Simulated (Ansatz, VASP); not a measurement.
# WS2: VASP beside Ansatz

Wanted: the spread between two codes on one cell, functional and k mesh. The structure shown is the start of the Ansatz relaxation below; VASP solves that cell, so the two are compared at the walk's first step.

Main program and level: Ansatz 0.2.0; plane waves, with VASP 6.6.1 beside it; single point at LDA.

**1. The structure**

The cell holds 3 atoms: 1 W and 2 S. Its edges and angles: a = 3.185 Å, b = 3.185 Å, c = 33.500 Å, α = 90.0°, β = 90.0°, γ = 120.0°. It derives from S2W1. Vacuum lies along c.

**2. Ansatz: relaxation, LDA**

Ansatz runs on its PAW soft_1 files.

The two programs are compared at the cell with which this relaxation starts, whose forces are those of its first step.

The input, input.yaml:

```yaml
crystal:
  lattice:
    - [3.185, 0.0, 0.0]
    - [-1.5925, 2.7582909111, 0.0]
    - [0.0, 0.0, 33.5]
  atoms:
    - { symbol: W, position: [0.3333333333, 0.6666666667, 0.5] }
    - { symbol: S, position: [0.6666666667, 0.3333333333, 0.5468656717] }
    - { symbol: S, position: [0.6666666667, 0.3333333333, 0.4531343283] }
  periodic: [true, true, false]
kpoints:
  mp_grid: { grid: [9, 9, 1] }
hamiltonian:
  xc: lda
  pseudopotentials: { kind: paw, azcp: { folder: soft_1 }, xc_functional: pbe }
scf:
  occupations: { method: fermi_dirac, width: 0.02 }
relax:
  f_tol: 0.01
  max_steps: 100
  cell: {}
```

Started as:

```sh
> ansatz run input.yaml --threads 2 --pin off --max-ram 92160MiB --backend cuda --events-out ev --progress --plain --runs-dir out --devices 1 --max-vram 13GiB
```

Numbers of over 12 decimals in the logs are rounded to 6 here.

Log:

```text
GPUs: using 1 of 1 available (devices: 1).
Engine: ansatz 0.2.0, x86_64-unknown-linux-gnu
Pseudopotentials: kind: paw
Pseudopotential: W, paw, valence charge 14, recommended cutoff 420 eV (normal), soft_1/W.paw.azcp
Pseudopotential: S, paw, valence charge 6, recommended cutoff 420 eV (normal), soft_1/S.paw.azcp
Functional definition: SPW92
  exchange = slater_x
  correlation = pw_c
device memory: the entry about to start is reckoned to put 1.4 GiB on a device that reports 58.6 GiB free (of which the cap on the GPU budget leaves the run 13.0 GiB)
GPU FFT provider: cuFFT
GPU libraries: cuBLAS 13.8.2, cuFFT 12.4.0, cuSOLVER 12.3.4
Crystal: 3 atoms, lattice volume = 294.303 Å³
Basis set: ecut = 420 eV, 5787 PW (Γ)
Bands: 17, of which v1, the nominal top of the filled ones, is band 13 counted from 1 (12 counted from 0)
Symmetry: 12 space group operations
Space group: P-6m2 (ITA 187), of the structure as read, at distance tolerance 6.7e-5 Å
k-points: 12 of 81 (time reversal used)
Non-local potential: W, projectors of the file, l = 0: 3, l = 1: 2, l = 2: 2, l = 3: 1
Non-local potential: S, projectors of the file, l = 0: 2, l = 1: 2, l = 2: 1
PAW form: soft (Blöchl's): semilocal exchange-correlation on the pseudo side does not see the compensation charge
PAW frozen core: W, regenerated for the run's functional, and the local potential with it (the file was generated under x = pbe(κ = 0.804, μ = 0.219515), c = pbe(β = 0.066725))
PAW frozen core: S, regenerated for the run's functional, and the local potential with it (the file was generated under x = pbe(κ = 0.804, μ = 0.219515), c = pbe(β = 0.066725))
PAW one-centre angular grid: W, 590 points (default); XC on 64 Gauss nodes
PAW one-centre angular grid: S, 110 points (default); XC on 64 Gauss nodes
Initial density: superposition of atomic densities (neutral atoms: chi_scale 0, normalization atom)
Initial wavefunctions: pseudopotential atomic-orbital guess
GPU buffer pool allocated for 129600 grid points (all kernels)
GPU transforms: local potential and band sums: pruned to the plane-wave sphere, on 24×24×225
Functional: x = slater, c = lda
SCF iter   1: F=—  HF=-11872.812886 eV  |F-HF|=—  |Δ(HF+E_count)|=         —  Δρ=1.90e-2  dr2=1.26e0  ethr=3.10e-3  ⟨swp⟩=19.8  Hψ=2464  notcnv=0
preconditioner: auto → Resta (q_TF=auto, 1.821 Å⁻¹)  ε∞=2.1  [insulator: Δε(μ)=1.681 eV  Ē_g=8.912 eV  σ=0.020 eV  W_gap=1.00  n_scr=18 (ndim 8)  ℏωp=9.2 eV  f_vac=0.782  D(μ)=0.00/eV (n_scr^D=0)  ε∞_Penn≈2.1  vacuum switching on, ρ_ref=5.8e-3 e/Å³]
SCF iter   2: F=—  HF=-11872.412894 eV  |F-HF|=—  |Δ(HF+E_count)|=   4.00e-1  Δρ=7.53e-3  dr2=1.97e-1  ethr=3.10e-3  ⟨swp⟩=3.8  Hψ=573  notcnv=0
SCF iter   3: F=—  HF=-11872.396980 eV  |F-HF|=—  |Δ(HF+E_count)|=   1.59e-2  Δρ=5.12e-3  dr2=1.82e-1  ethr=7.57e-4  ⟨swp⟩=4.3  Hψ=506  notcnv=0
SCF iter   4: F=—  HF=-11872.365786 eV  |F-HF|=—  |Δ(HF+E_count)|=   3.12e-2  Δρ=1.79e-3  dr2=5.59e-3  ethr=6.99e-4  ⟨swp⟩=3.5  Hψ=432  notcnv=0
SCF iter   5: F=—  HF=-11872.365984 eV  |F-HF|=—  |Δ(HF+E_count)|=   1.98e-4  Δρ=4.85e-4  dr2=1.32e-3  ethr=2.15e-5  ⟨swp⟩=3.5  Hψ=544  notcnv=0
SCF iter   6: F=—  HF=-11872.365772 eV  |F-HF|=—  |Δ(HF+E_count)|=   2.12e-4  Δρ=1.19e-4  dr2=2.15e-5  ethr=5.08e-6  ⟨swp⟩=2.9  Hψ=364  notcnv=0
SCF iter   7: F=—  HF=-11872.365894 eV  |F-HF|=—  |Δ(HF+E_count)|=   1.22e-4  Δρ=3.42e-5  dr2=3.30e-6  ethr=8.28e-8  ⟨swp⟩=3.3  Hψ=485  notcnv=0
SCF iter   8: F=—  HF=-11872.365893 eV  |F-HF|=—  |Δ(HF+E_count)|=   8.25e-7  Δρ=1.04e-5  dr2=6.56e-7  ethr=1.27e-8  ⟨swp⟩=2.8  Hψ=385  notcnv=0
SCF iter   9: F=—  HF=-11872.365893 eV  |F-HF|=—  |Δ(HF+E_count)|=   9.63e-8  Δρ=4.17e-6  dr2=1.08e-7  ethr=2.52e-9  ⟨swp⟩=2.6  Hψ=342  notcnv=0
SCF iter  10: F=-11872.365893 eV  HF=-11872.365893 eV  |F-HF|=9.88e-10  |Δ(HF+E_count)|=   1.02e-8  Δρ=6.22e-7  dr2=1.27e-9  ethr=3.85e-10  ⟨swp⟩=7.2  Hψ=959  notcnv=0
SCF 1 converged in 10 iterations: F = -11872.365893 eV  dr2 = 1.27e-9
  greatest PAW one-centre occupation: 0.999 electrons in one spin orbital (limit 2), on the W atom at site 0 (counted from 0), in its partial waves of l = 0
relax step   1: F+E_penalty+E_count = -11872.36589297 eV  Δ(F+E_penalty+E_count) = +0.000e0 eV  max|allowed force component| = 6.124e-1 eV/Å  Δτ_max = 0.0000 Å  P = -4.627 N/m  Ω = 294.303 Å³  fix = [c, alpha, beta]  reactions: c -0.000 N/m  (10 SCF iters, dr2 threshold 1.00e-7 eV, accepted)
[...]
relax step   3: F+E_penalty+E_count = -11872.42102123 eV  Δ(F+E_penalty+E_count) = -2.359e-3 eV  max|allowed force component| = 1.090e-2 eV/Å  Δτ_max = 0.0022 Å  P = -0.086 N/m  Ω = 283.616 Å³  energy of the carried Pulay correction = +6.968e-4 eV  fix = [c, alpha, beta]  reactions: c -0.000 N/m  (6 SCF iters, dr2 threshold 3.00e-7 eV, accepted)
[...]
relax step   4: F+E_penalty+E_count = -11872.42104811 eV  Δ(F+E_penalty+E_count) = -2.688e-5 eV  max|allowed force component| = 3.412e-3 eV/Å  Δτ_max = 0.0003 Å  P = +0.005 N/m  Ω = 283.443 Å³  energy of the carried Pulay correction = +7.083e-4 eV  fix = [c, alpha, beta]  reactions: c +0.000 N/m  (5 SCF iters, dr2 threshold 1.06e-8 eV, accepted)
[...]
relax step   5: F+E_penalty+E_count = -11872.42038920 eV  Δ(F+E_penalty+E_count) = +6.589e-4 eV  max|allowed force component| = 3.599e-3 eV/Å  Δτ_max = 0.0000 Å  P = +0.000 N/m  Ω = 283.443 Å³  fix = [c, alpha, beta]  reactions: c +0.000 N/m  stress off target by 4.50e-5 N/m on what of the cell is left free  SCF on the basis re-selected at this cell (its energy is not comparable with the rows above)  (7 SCF iters)
basis re-selected at this cell: Δ(F+E_penalty+E_count) = +6.589e-4 eV, ΔP = -0.005 N/m vs the last step (what re-selecting the basis moved, of the pressure what is left beyond the Pulay correction that the steps carried, after the strain that the cell walked since its last selection, with what the two solves' SCF thresholds leave and, on support functions, any second-order correction that the steps lacked; it is no m [...]
SCF converged after 7 iterations
Free energy (F): -11872.420389 eV
Harris-Foulkes:  -11872.420389 eV  (|F-HF|=4.37e-11)
Internal energy: -11872.420389 eV  (E = F + TS)
E sigma→0 (E₀):  -11872.420389 eV
Fermi energy:    -4.951717 eV
--- Per-component energies (eV) ---
  E_band       = -628.349325
  E_kinetic    = 638.061011
  E_local      = -51765.048266  (includes V_loc(G=0)·N_el)
  E_nonlocal   = 51.940510
  E_hartree    = 25516.930044
  E_xc         = -443.634164
  E_vxc        = -399.176092  (∫ρ·V_xc dr)
  E_paw        = -9478.432386  (= ΣΔE_a)
  E_vpaw       = -187.986385  (= ΣTr[D̂ρ^β])
  E_aug_tail   = 0.000151  (compensation charges beyond the density's cutoff)
  E_ewald      = 23607.173067
  E_core_change = 0.589645  (= ΣΔE_core)
  E_smearing   = -0.000000  (= −TS)
  E_closure    = 0.000000  (closes the sum)
  Σ components = -11872.420389   (vs F -11872.420389, Δ=0.00e0)
--- Forces (eV/Å), atoms counted from 1 ---
  atom   1  W      0.00000000     0.00000000     0.00000000
  atom   2  S      0.00000000     0.00000000     0.00359933
  atom   3  S      0.00000000     0.00000000    -0.00359933
  max |Σ_I F_I| component: 9.37e-17 eV/Å
--- 2D stress c σ (N/m, compression-positive) ---
        0.000045      -0.000000      -0.000000
        0.000000       0.000045       0.000000
       -0.000000       0.000000       0.000000
  P = ½ c Tr σ = 0.0000 N/m
--- Band table (eV; the first three rows and the last of 12) ---
  k-point 0: bands = [... 9 lower, -8.1459, -7.5043, -7.5043, -6.0993, -2.8920, -2.8920, -2.6974, -2.6974]
  k-point 1: bands = [... 9 lower, -8.5999, -7.8300, -7.2641, -6.1881, -3.2208, -3.0494, -2.8896, -2.5074]
  k-point 2: bands = [... 9 lower, -8.4790, -8.0435, -7.4653, -6.6931, -3.6480, -3.2029, -2.8096, -1.7778]
  k-point 11: bands = [... 9 lower, -9.8086, -9.2478, -8.3241, -5.9449, -3.9583, -2.6471, -1.7030, -0.0555]
--- Relaxed structure (4 steps of the walk, 4 accepted, 1 SCFs on fresh bases) ---
  F+E_penalty+E_count = -11872.42038920 eV   max|allowed force component| = 3.599e-3 eV/Å   (the final SCF, on the basis selected at the relaxed cell)
  cell:  # Å, volume = 283.4427 Å³
    - [3.125683, -3.2927446486711502e-18, 0]
    - [-1.562842, 2.706921, 0]
    - [0, 0, 33.5]
  atoms:
    - { symbol: W, position: [0.333333, 0.666667, 0.500000] }
    - { symbol: S, position: [0.666667, 0.333333, 0.546579] }
    - { symbol: S, position: [0.666667, 0.333333, 0.453421] }
```

**3. VASP: single point, LDA, start cell**

The same cell, functional (in two slightly different forms), mesh and smearing now go to VASP, with its own data sets.

Lines of VASP's logs that name or quote its potential files are left out, and so is its time.

The input, INCAR:

```
SYSTEM = WS2
PREC = Accurate
ENCUT = 520
EDIFF = 1E-06
NELM = 120
ISMEAR = -1
SIGMA = 0.02
LREAL = .FALSE.
ALGO = Normal
GGA = CA
NBANDS = 15
LASPH = .TRUE.
LORBIT = 11
LWAVE = .FALSE.
LCHARG = .FALSE.
ISIF = 2
LDIPOL = .TRUE.
IDIPOL = 3
DIPOL = 0.5 0.5 0.5
LVHAR = .TRUE.
GGA_COMPAT = .FALSE.
EFERMI = MIDGAP
NELMDL = -8
KPAR = 2
```

The input, POSCAR:

```
WS2
1.0
    3.1850000000      0.0000000000      0.0000000000
   -1.5925000000      2.7582910000      0.0000000000
    0.0000000000      0.0000000000     33.5000000000
W S
1 2
Direct
    0.3333333938      0.6666667875      0.5000000000
    0.6666666062      0.3333332125      0.5468656716
    0.6666666062      0.3333332125      0.4531343284
```

The input, KPOINTS:

```
Automatic mesh
0
Gamma
9 9 1
0 0 0
```

PAW data sets: W and S (LDA family, release 64).

Started as:

```sh
> mpirun -np 2 vasp_std
```

Log:

```text
[banner, memory and clock lines left out]
running    2 mpi-ranks, on    1 nodes
 distrk:  each k-point on    1 cores,    2 groups
 distr:  one band on    1 cores,    1 groups

 POSCAR found type information on POSCAR W S
 POSCAR found :  2 types and       3 ions
 LDA part: xc-table for (Slater(with rela. corr.)+CA(PZ))
 , standard interpolation
 POSCAR, INCAR and KPOINTS ok, starting setup
 FFT: planning ... GRIDC
 FFT: planning ... GRID_SOFT
 FFT: planning ... GRID
 WAVECAR not read
 entering main loop
       N       E                     dE             d eps       ncg     rms          rms(c)
DAV:   1     0.144238551466E+03    0.14424E+03   -0.56418E+03   360   0.841E+02
DAV:   2    -0.772306877703E+01   -0.15196E+03   -0.14018E+03   630   0.150E+02
DAV:   3    -0.272310998753E+02   -0.19508E+02   -0.19377E+02   500   0.724E+01
DAV:   4    -0.276352206546E+02   -0.40412E+00   -0.40242E+00   494   0.135E+01
DAV:   5    -0.276455075059E+02   -0.10287E-01   -0.10284E-01   481   0.208E+00
DAV:   6    -0.276459081448E+02   -0.40064E-03   -0.40063E-03   496   0.409E-01
DAV:   7    -0.276459220103E+02   -0.13865E-04   -0.13865E-04   516   0.706E-02
DAV:   8    -0.276459227695E+02   -0.75919E-06   -0.75921E-06   448   0.157E-02    0.270E+01
DAV:   9    -0.264211748782E+02    0.12247E+01   -0.34126E+00   500   0.128E+01    0.114E+01
DAV:  10    -0.262748413941E+02    0.14633E+00   -0.11816E+00   472   0.859E+00    0.586E+00
DAV:  11    -0.261782435534E+02    0.96598E-01   -0.17423E-01   444   0.366E+00    0.809E-01
DAV:  12    -0.261779655000E+02    0.27805E-03   -0.32465E-02   514   0.123E+00    0.417E-01
DAV:  13    -0.261764618295E+02    0.15037E-02   -0.61042E-03   479   0.544E-01    0.142E-01
DAV:  14    -0.261765439275E+02   -0.82098E-04   -0.51191E-04   472   0.188E-01    0.460E-02
[...]
DAV:  19    -0.261773140528E+02   -0.12006E-03   -0.73717E-06   451   0.978E-03    0.337E-03
DAV:  20    -0.261773321717E+02   -0.18119E-04   -0.17258E-07   425   0.203E-03    0.132E-03
DAV:  21    -0.261773718265E+02   -0.39655E-04   -0.13943E-06   375   0.341E-03    0.913E-04
DAV:  22    -0.261773765498E+02   -0.47233E-05   -0.16230E-07   404   0.134E-03    0.721E-04
DAV:  23    -0.261773838628E+02   -0.73130E-05   -0.19317E-07   356   0.126E-03    0.168E-04
DAV:  24    -0.261773852982E+02   -0.14354E-05   -0.32237E-08   390   0.633E-04    0.170E-04
DAV:  25    -0.261773863416E+02   -0.10434E-05   -0.24653E-08   306   0.453E-04    0.134E-04
DAV:  26    -0.261773865912E+02   -0.24965E-06   -0.56446E-09   341   0.250E-04
   1 F= -.26177387E+02 E0= -.26177387E+02  d E =-.121643E-20
```

Parts of OUTCAR (step 3):

```text
ion  position               nearest neighbor table
   1  0.333  0.667  0.500-   2 2.42   3 2.42   2 2.42   3 2.42   2 2.42   3 2.42
   2  0.667  0.333  0.547-   1 2.42   1 2.42   1 2.42
   3  0.667  0.333  0.453-   1 2.42   1 2.42   1 2.42

  LATTYP: Found a hexagonal cell.
 ALAT       =     3.1850000000
 C/A-ratio  =    10.5180533752

 Subroutine GETGRP returns: Found 12 space group operations
 (whereof 12 operations were pure point group operations)

The static configuration has the point symmetry D_3h.

 Found     12 irreducible k-points:

   k-points           NKPTS =     12   k-points in BZ     NKDIM =     12   number of bands    NBANDS=     15

   dimension x,y,z NGX =    24 NGY =   24 NGZ =  250
   dimension x,y,z NGXF=    48 NGYF=   48 NGZF=  500

   ENCUT  =  520.0 eV  38.22 Ry    6.18 a.u.   5.92  5.92 62.29*2*pi/ulx,y,z

   NELECT =      18.0000    total number of electrons

 k-points in reciprocal lattice and weights: Automatic mesh
   0.00000000  0.00000000  0.00000000       0.012
   0.11111111  0.00000000  0.00000000       0.074
   0.22222222  0.00000000  0.00000000       0.074
   0.33333333  0.00000000  0.00000000       0.074
   0.44444444  0.00000000  0.00000000       0.074
   0.11111111  0.11111111  0.00000000       0.074
   0.22222222  0.11111111  0.00000000       0.148
   0.33333333  0.11111111  0.00000000       0.148
   0.44444444  0.11111111  0.00000000       0.074
   0.22222222  0.22222222  0.00000000       0.074
   0.33333333  0.22222222  0.00000000       0.148
   0.33333333  0.33333333  0.00000000       0.025

 dipolmoment           0.000000      0.000000     -0.000000 electrons x Angstroem

 average (electrostatic) potential at core
       1 -49.8711       2 -95.6655       3 -95.6655

 E-fermi :  -2.9746

 k-point     1 :       0.0000    0.0000    0.0000
  band No.  band energies     occupation
    ...
      5      -6.6907      2.00000
      6      -5.9287      2.00000
      7      -5.4577      2.00000
      8      -5.4577      2.00000
      9      -3.9257      2.00000
     10      -0.9816      0.00000
     11      -0.9816      0.00000
     12      -0.8132      0.00000
     13      -0.8132      0.00000
     14       1.1849      0.00000
    ...

 k-point     2 :       0.1111    0.0000    0.0000
  band No.  band energies     occupation
    ...
      5      -6.5521      2.00000
      6      -6.4920      2.00000
      7      -5.7594      2.00000
      8      -5.1831      2.00000
      9      -4.0359      2.00000
     10      -1.2630      0.00000
     11      -1.1352      0.00000
     12      -0.9882      0.00000
     13      -0.6280      0.00000
     14       1.7347      0.00000
    ...

 k-point     3 :       0.2222    0.0000    0.0000
  band No.  band energies     occupation
    ...
      5      -7.4532      2.00000
      6      -6.3661      2.00000
      7      -5.9820      2.00000
      8      -5.3538      2.00000
      9      -4.5523      2.00000
     10      -1.6069      0.00000
     11      -1.2852      0.00000
     12      -0.9042      0.00000
     13       0.0529      0.00000
     14       2.4500      0.00000
    ...

  Total       -2.6624750     -2.6624751     -2.0206985     -0.0000000      0.0000000      0.0000000
  in kB      -14.4944516    -14.4944526    -11.0006354     -0.0000000      0.0000000      0.0000000
  external PRESSURE =     -13.3298465 kB  Pullay stress =       0.0000000 kB

  energy-cutoff  :      520.00
  volume of cell :      294.30
      direct lattice vectors                 reciprocal lattice vectors
     3.185000000  0.000000000  0.000000000     0.313971743  0.181271664  0.000000000
    -1.592500000  2.758291000  0.000000000     0.000000000  0.362543328  0.000000000
     0.000000000  0.000000000 33.500000000     0.000000000  0.000000000  0.029850746

 POSITION                                       TOTAL-FORCE (eV/Angst)
 -----------------------------------------------------------------------------------
      0.00000      1.83886     16.75000        -0.000000     -0.000000      0.000000
      1.59250      0.91943     18.32000         0.000000      0.000000     -0.635499
      1.59250      0.91943     15.18000         0.000000     -0.000000      0.635499
 -----------------------------------------------------------------------------------
    total drift:                                0.000000      0.000356     -0.000000

  FREE ENERGIE OF THE ION-ELECTRON SYSTEM (eV)
  ---------------------------------------------------
  free  energy   TOTEN  =       -26.1773865912 eV

  energy  without entropy=      -26.1773865912  energy(sigma->0) =      -26.17738659

 vacuum level on the upper side and lower side of the slab         2.099         2.099

 total charge
# of ion       s       p       d       tot
------------------------------------------
    1        0.557   0.691   4.244   5.492
    2        1.357   2.344   0.000   3.701
    3        1.357   2.344   0.000   3.701
--------------------------------------------------
tot          3.271   5.379   4.244  12.894

[... 3 further parts left out ...]
```

This run has no spin polarisation, so a moment on W, if there is one, isn't seen. The data set W keeps the semicore shell frozen, which is cheaper and a little less accurate.

**4. Differences**

Known differences besides the potentials themselves: the two LDA forms differ slightly; Ansatz cuts the interaction across the vacuum, VASP repeats the sheet with a dipole correction; the data sets hold 26 valence electrons in Ansatz (on its PAW soft_1 files) and 18 in VASP; the cutoff is 420 eV in Ansatz and 520 eV in VASP; VASP's log shows a relativistic correction to its local exchange, Ansatz's none. Total energies have different zeros and are not compared.

Forces (eV/Å; atoms numbered as in POSCAR):

```csv
atom,"Ansatz x, y, z","VASP x, y, z"
W1,"0.000, 0.000, 0.000","0.000, 0.000, 0.000"
S2,"0.000, 0.000, -0.612","0.000, 0.000, -0.635"
S3,"0.000, 0.000, 0.612","0.000, 0.000, 0.635"
```

The forces differ by 11 meV/Å r.m.s., which is 3.6 % of the r.m.s. force of 0.300 eV/Å (both taken over all components). With vacuum in the cell, a pressure given here is an average over mostly empty space and none of the material.

**5. What came out**

| Item | Value |
| --- | --- |
| r.m.s. force difference (single point, LDA, start cell) | 3.6 % of the r.m.s. force |

What this shows: The r.m.s. force difference is 3.6 % of the r.m.s. force (single point, LDA, start cell), beyond the 3 % picked in this series as the mark of a large difference. The data sets hold unlike numbers of valence electrons (26 in Ansatz and 18 in VASP), so part of the differences comes from the potentials. 1 further run of this series is not shown here. Such differences can come from data sets, numerical settings and the points named under the comparisons, not from the functional's error against experiment.

[Lines on the potential files, build, host, timing and source positions are cut from VASP's logs without a mark.]

[Logs are printed without paths, hosts, clocks, repeated set-up lines and the standing remarks that a program may print on its own settings, such as how far it seeks lower states.]

[Hosts, paths, dates, database ids (printed as entryN), source tags and the programs' standing remarks are cut or masked in the printed files.]
